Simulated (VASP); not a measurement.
Here is the system:

```
CELL_PARAMETERS angstrom
      3.88213     0.00000     0.00000
      0.00000     3.88213     0.00000
      0.00000     0.00000     3.88213
ATOMIC_POSITIONS crystal
  Sr 0.00000 0.00000 0.00000
  V  0.50000 0.50000 0.50000
  O  0.50000 0.00000 0.50000
  O  0.00000 0.50000 0.50000
  O  0.50000 0.50000 0.00000
```

Level of theory: PBE GGA + U (Dudarev), VASP's PBE PAW potentials (set 64) (plane waves; VASP 6.6.1). Run with 520 eV cut-off, 9×9×9 Γ-centred mesh, tetrahedra with Blöchl corrections, potentials Sr_sv V_sv O, U − J: V 3.25 eV.

The cores are frozen, which limits the accuracy of field gradients.

### Question
Give the principal components of the electric field gradient (V/Å²) and the asymmetry η at each nucleus.

### Answer

```
atom    Vxx    Vyy   Vzz     η
----  -----  -----  ----  ----
Sr1     0.0    0.0   0.0     -
V2      0.0    0.0   0.0     -
O3    -16.6  -16.6  33.1  0.00
O4    -16.6  -16.6  33.1  0.00
O5    -16.6  -16.6  33.1  0.00
```

The compound is SrVO3 in the cubic perovskite structure. It was relaxed first. The run is not spin-polarised, so no magnetic state was tried.
